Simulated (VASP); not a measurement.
# RbPd (Fm-3m) in VASP: a series of runs, part 3 of 3

VASP 6.6.1. The steps go on from the part before.

**4. Single point, PBE (random cell by space group and Wyckoff sites (Fm-3m, No. 225))**

Contents of INCAR:

```
SYSTEM = RbPd
PREC = Accurate ; ENCUT = 520
EDIFF = 1E-6 ; ISMEAR = 0
SIGMA = 0.1 ; LREAL = .False.
LASPH = .True. ; NELM = 80
ALGO = Normal ; ISIF = 2
LWAVE = .False. ; LCHARG = .False.
GGA = PE ; NBANDS = 16
```

Contents of KPOINTS:

```
Automatic mesh
0
Gamma
  6 6 6
  0 0 0
```

Contents of POSCAR:

```
RbPd
1.0
    0.0000000000      3.1148990200      3.1148990200
    3.1148990200      0.0000000000      3.1148990200
    3.1148990200      3.1148990200      0.0000000000
Rb Pd
1 1
Direct
    0.5000000000      0.5000000000      0.5000000000
    0.0000000000      0.0000000000      0.0000000000
```

Potentials or basis: VASP PAW PBE potentials, release 64 (Rb_sv, Pd).

The run is started by

```sh
> cat potpaw_PBE.64/Rb_sv/POTCAR potpaw_PBE.64/Pd/POTCAR > POTCAR
> mpirun -np 1 vasp_std > vasp.out
```

OUTCAR:

```text
SYSTEM = RbPd
   PREC = Accurate
   ENCUT = 520
   EDIFF = 1E-6
   ISMEAR = 0
   LREAL = .False.
   LASPH = .True.
   NELM = 80
   ISIF = 2
   GGA = PE

 ion  position               nearest neighbor table
   1  0.500  0.500  0.500-   2 3.11   2 3.11   2 3.11   2 3.11   2 3.11   2 3.11
   2  0.000  0.000  0.000-   1 3.11   1 3.11   1 3.11   1 3.11   1 3.11   1 3.11

  LATTYP: Found a face centered cubic cell.
 ALAT       =     6.2297980400

  Lattice vectors:

 A1 = (   0.0000000000,   3.1148990200,   3.1148990200)
 A2 = (   3.1148990200,   0.0000000000,   3.1148990200)
 A3 = (   3.1148990200,   3.1148990200,   0.0000000000)

Analysis of symmetry for initial positions (statically):
=====================================================================
 Subroutine PRICEL returns:
 Original cell was already a primitive cell.

 Routine SETGRP: Setting up the symmetry group for a
 face centered cubic supercell.

 Subroutine GETGRP returns: Found 48 space group operations
 (whereof 48 operations were pure point group operations)
 out of a pool of 48 trial point group operations.

The static configuration has the point symmetry O_h .

Analysis of symmetry for dynamics (positions and initial velocities):
=====================================================================
 Subroutine PRICEL returns:
 Original cell was already a primitive cell.

 Routine SETGRP: Setting up the symmetry group for a
 face centered cubic supercell.

 Subroutine GETGRP returns: Found 48 space group operations
 (whereof 48 operations were pure point group operations)
 out of a pool of 48 trial point group operations.

The dynamic configuration has the point symmetry O_h .

 Subroutine INISYM returns: Found 48 space group operations
 (whereof 48 operations are pure point group operations),
 and found     1 'primitive' translations

----------------------------------------------------------------------------------------

                                     Primitive cell
[... 103 lines left out ...]
  volume/ion in A,a.u.               =      30.22       203.95
  Fermi-wavevector in a.u.,A,eV,Ry     =   1.113112  2.103476 16.857857  1.239018
  Thomas-Fermi vector in A             =   2.249693
   LORBIT       =      0    0 simple, 1 ext, 2 COOP (PROOUT), +10 PAW based schemes
   GGA     = PE    functional components
   LHFCALC =     F    Hartree Fock is set to
   AEXX    =    0.0000 exact exchange contribution
   IVDW    =     0    specifies the selected vdW correction
   LEPSILON=     F    determine dielectric tensor
   LRPA    =     F    only Hartree local field effects (RPA)
 non-spin polarized calculation
 Gauss-broadening in eV      SIGMA  =   0.10
  energy-cutoff  :      520.00
  volume of cell :       60.45
 maximum number of plane-waves:      1660
 NGX is ok and might be reduce to    36
   NGX = 17   NGY = 17   NGZ = 17

 number of electron      19.0000000 magnetization

 Free energy of the ion-electron system (eV)
  ---------------------------------------------------
  ext. energy  EPLUGINS =         0.00000000
  ---------------------------------------------------
  free energy    TOTEN  =        -4.70965324 eV

  energy without entropy =       -4.69313729  energy(sigma->0) =       -4.70139526

 E-fermi :   2.5731     XC(G=0):  -8.8884

 val. band max:        2.5495430473   @ k =   0.5000   0.3333   0.1667
 cond. band min:       2.6119395760   @ k =  -0.3333   0.1667   0.0000
 fundamental gap:      0.0623965288
 Fermi energy:         2.5730513150

 k-point     1 :       0.0000    0.0000    0.0000
  band No.  band energies     occupation
      1     -24.3136      2.00000
      2      -8.3329      2.00000
      3      -8.3329      2.00000
      4      -8.3329      2.00000
      5      -0.2153      2.00000
      6       0.8516      2.00000
[... 281 lines left out ...]
      3      -8.5500      2.00000
      4      -8.5302      2.00000
      5       0.7294      2.00000
      6       1.0034      2.00000
[... 8 lines left out ...]
     15      11.1543      0.00000
     16      11.6732      0.00000

------------------------ aborting loop because EDIFF is reached ----------------------------------------

  FORCE on cell =-STRESS in cart. coord.  units (eV):
  Direction    XX          YY          ZZ          XY          YZ          ZX
  --------------------------------------------------------------------------------------
  -------------------------------------------------------------------------------------
  Total        1.3417040      1.3417040      1.3417040     -0.0000000      0.0000000     -0.0000000
  in kB       35.5635715     35.5635715     35.5635715     -0.0000000      0.0000000     -0.0000000
  external PRESSURE =      35.5635715 kB  Pullay stress =       0.0000000 kB

 VOLUME and BASIS-vectors are now :
 -----------------------------------------------------------------------------
  energy-cutoff  :      520.00
  volume of cell :       60.45
      direct lattice vectors                 reciprocal lattice vectors
     0.000000000  3.114899020  3.114899020    -0.160518847  0.160518847  0.160518847
     3.114899020  0.000000000  3.114899020     0.160518847 -0.160518847  0.160518847
     3.114899020  3.114899020  0.000000000     0.160518847  0.160518847 -0.160518847

 POSITION                                       TOTAL-FORCE (eV/Angst)
 -----------------------------------------------------------------------------------
      3.11490      3.11490      3.11490         0.000000     -0.000000     -0.000000
      0.00000      0.00000      0.00000         0.000000      0.000000      0.000000
 -----------------------------------------------------------------------------------
    total drift:                                0.000000      0.000000      0.000000

  FREE ENERGIE OF THE ION-ELECTRON SYSTEM (eV)
  ---------------------------------------------------
  free  energy   TOTEN  =        -4.7096532431 eV

  energy  without entropy=       -4.6931372860  energy(sigma->0) =       -4.70139526
```

stdout:

```text
POSCAR found type information on POSCAR RbPd
 POSCAR found :  2 types and       2 ions
 scaLAPACK will be used
 LDA part: xc-table for (Slater+PW92), standard interpolation
 POSCAR, INCAR and KPOINTS ok, starting setup
 FFT: planning ... GRIDC
 FFT: planning ... GRID_SOFT
 FFT: planning ... GRID
 WAVECAR not read
 entering main loop
```

It took 26 s on 1 thread of AMD EPYC 7R13 (Zen 3), shared host; peak memory 0.17 GiB.

Results:

```
Free energy            : -4.7097 eV
Pressure               : 3.6 GPa
Band gap on the k mesh : none (metal or under the smearing width)
```

**5. Single point, PBE (random cell by space group and Wyckoff sites (Fm-3m, No. 225))**

Contents of INCAR:

```
PREC = Accurate
ENCUT = 520
EDIFF = 1E-7
ISMEAR = 0
SIGMA = 0.1
LREAL = False
LASPH = True
NELM = 80
ALGO = Fast
ISIF = 2
LWAVE = False
LCHARG = False
GGA = PE
NBANDS = 16
```

Contents of KPOINTS:

```
regular mesh
0
Gamma
  6 6 6
```

Contents of POSCAR:

```
RbPd
1.0
    0.0000000000      3.3158537805      3.3158537805
    3.3158537805      0.0000000000      3.3158537805
    3.3158537805      3.3158537805      0.0000000000
Rb Pd
1 1
Direct
    0.5000000000      0.5000000000      0.5000000000
    0.0000000000      0.0000000000      0.0000000000
```

The run is started by

```sh
> cat potpaw_PBE.64/Rb_sv/POTCAR potpaw_PBE.64/Pd/POTCAR > POTCAR
> mpirun -np 1 vasp_std > vasp.out
```

Run time: 34 s. Hardware: 1 thread of AMD EPYC 7R13 (Zen 3), shared host; peak memory 0.16 GiB.

Results (log left out):

- Free energy: -4.8468 eV
- Pressure: 0.4 GPa
- Band gap on the k mesh: none (metal or under the smearing width)

Levels at points of the mesh, in eV from the Fermi level:
```tsv
k point	band 8	band 9	band 10	band 11	band 12	band 13
(0.00, 0.00, 0.00)	-1.21	-1.21	-1.21	6.12	6.12	6.12
(0.50, 0.00, 0.00)	-0.86	-0.86	0.66	0.79	4.01	4.01
(0.50, 0.50, 0.00)	-0.85	-0.85	-0.03	2.38	4.41	5.29
```

**6. Relaxation of cell and atoms, PBE (random cell by space group and Wyckoff sites (Fm-3m, No. 225))**

Contents of INCAR:

```
PREC = Accurate
ENCUT = 600
EDIFF = 1E-6
ISMEAR = 0
SIGMA = 0.1
LREAL = F
LASPH = T
NELM = 80
ALGO = Normal
ISIF = 3
LWAVE = F
LCHARG = F
GGA = PE
IBRION = 2
NSW = 90
EDIFFG = -0.04
```

KPOINTS is that of step 5.

Contents of POSCAR:

```
RbPd
1.0
    0.0000000000      3.1148990200      3.1148990200
    3.1148990200      0.0000000000      3.1148990200
    3.1148990200      3.1148990200      0.0000000000
Rb Pd
1 1
Direct
    0.5000000000      0.5000000000      0.5000000000
    0.0000000000      0.0000000000      0.0000000000
```

Potentials or basis: VASP PAW PBE potentials, release 64 (Rb_sv, Pd).

The run is started by

```sh
> cat potpaw_PBE.64/Rb_sv/POTCAR potpaw_PBE.64/Pd/POTCAR > POTCAR
> mpirun -np 1 vasp_std > vasp.out
```

It took 54 s on 1 thread of AMD EPYC 7R13 (Zen 3), shared host; peak memory 0.18 GiB.

Results (log left out):

```
Free energy                            : -4.8475 eV
Relaxed volume                         : 37.67 Å³/atom
Relaxed cell                           : a = 4.741 Å, b = 4.741 Å, c = 4.741 Å, α = 60.00°, β = 60.00°, γ = 60.00°
Space group after relaxing (to 0.05 Å) : Fm-3m (No. 225)
Energy gained by relaxing              : 69.0 meV/atom
Ionic steps                            : 4
Pressure after relaxing                : 0.0 GPa
Band gap on the k mesh                 : none (metal or under the smearing width)
```

Step by step:
```tsv
step	energy change (eV)	largest force (eV/Å)	pressure (GPa)	volume (Å³)
1	0.0000	0.0000	3.55	60.45
2	-0.0956	0.0000	1.66	66.49
3	-0.1357	0.0000	0.33	73.32
4	-0.1380	0.0000	0.05	75.35
```

Final structure:
```yaml
crystal:
  lattice:
    - [0.00000, 3.35230, 3.35230]
    - [3.35230, 0.00000, 3.35230]
    - [3.35230, 3.35230, 0.00000]
  atoms:
    - { symbol: Rb, position: [0.50000, 0.50000, 0.50000] }
    - { symbol: Pd, position: [0.00000, 0.00000, 0.00000] }
```

Levels at points of the mesh, in eV from the Fermi level:
| k point | band 6 | band 7 | band 8 | band 9 | band 10 | band 11 | band 12 | band 13 |
| --- | --- | --- | --- | --- | --- | --- | --- | --- |
| (0.00, 0.00, 0.00) | -1.16 | -1.16 | -1.14 | -1.14 | -1.14 | 6.07 | 6.07 | 6.07 |
| (0.50, 0.00, 0.00) | -0.95 | -0.95 | -0.82 | -0.82 | 0.61 | 0.82 | 4.00 | 4.00 |
| (0.50, 0.50, 0.00) | -1.19 | -1.03 | -0.80 | -0.80 | 0.00 | 2.34 | 4.38 | 5.18 |

Caveat: the volume moved by over 15 % at a fixed basis, so the end points are rough.

**7. The runs side by side**

| task | cell | k mesh | cutoff (eV) | gap on the mesh (eV) | pressure (GPa) | relaxed volume (Å³/atom) |
| --- | --- | --- | --- | --- | --- | --- |
| single point | random cell by space group and Wyckoff sites (Fm-3m, No. 225) | 14 × 14 × 14 | 520 | none | 0.0 | - |
| relaxation of cell and atoms | relaxed from: random cell by space group and Wyckoff sites (Fm-3m, No. 225) | 14 × 14 × 14 | 600 | none | 0.0 | 37.40 |
| single point | random cell by space group and Wyckoff sites (Fm-3m, No. 225) | 6 × 6 × 6 | 520 | none | 0.4 | - |
| relaxation of cell and atoms | relaxed from: random cell by space group and Wyckoff sites (Fm-3m, No. 225) | 6 × 6 × 6 | 600 | none | 0.0 | 37.67 |

Alike in all rows: level PBE; potentials or basis VASP PAW PBE potentials, release 64 (Rb_sv, Pd); no spin polarisation; smearing gaussian 0.1 eV.

Caveats: the volume moved by over 15 % at a fixed basis, so the end points are rough (some runs).

Absolute energies hang on the potentials; compare differences alone.
